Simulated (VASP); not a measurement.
These are PBEsol GGA, VASP's PBE PAW potentials (set 64) (plane waves; VASP 6.6.1) values and carry that method's errors.

A VASP calculation is set up with these files.

**KPOINTS**
```
Automatic mesh
0
G
  7 7 7
```

### POSCAR
```
SnSe
1
    0.0000000000     2.9739270895     2.9739270895
    2.9739270895    -0.0000000000     2.9739270895
    2.9739270895     2.9739270895    -0.0000000000
Sn Se
1 1
Direct
  0.0000000000   0.0000000000   0.0000000000
  0.5000000000   0.5000000000   0.5000000000
```

### INCAR
```
SYSTEM = SnSe
PREC = Accurate; ENCUT = 400; LREAL = .False.
LASPH = .True.
EDIFF = 1E-6; NELM = 100; ALGO = Normal
LMAXMIX = 4
ISMEAR = 0; SIGMA = 0.05
GGA = PS
IBRION = 2; NSW = 60; ISIF = 3
EDIFFG = -0.01
LWAVE = .False.; LCHARG = .False.
```

POTCAR, in this order: Sn_d Se (PBE.64 set). Program: vasp_std.

### Question
Predict the energy per atom (σ→0).

### Answer

| Item | Result |
|---|---|
| energy per atom (σ→0) | -4.492 eV/atom |

### OSZICAR
```
...
DAV:   6    -0.898916429787E+01    0.15099E+00   -0.38448E-01   802   0.483E+00    0.194E+00
DAV:   7    -0.898475722662E+01    0.44071E-02   -0.66002E-02   636   0.151E+00    0.866E-01
DAV:   8    -0.898469533958E+01    0.61887E-04   -0.61011E-03   638   0.830E-01    0.757E-02
DAV:   9    -0.898460757440E+01    0.87765E-04   -0.88526E-04   786   0.283E-01    0.454E-02
DAV:  10    -0.898462554575E+01   -0.17971E-04   -0.76165E-05   602   0.586E-02    0.104E-02
DAV:  11    -0.898462689005E+01   -0.13443E-05   -0.82524E-06   748   0.294E-02    0.208E-03
DAV:  12    -0.898462694983E+01   -0.59777E-07   -0.52253E-07   322   0.105E-02
   1 F= -.89846269E+01 E0= -.89846269E+01  d E =-.898463E+01
```

The structure comes from a computed database's SnSe entry (Fm-3m); how it stands against other phases isn't given here. It was relaxed first. The start is the result of an earlier pass.
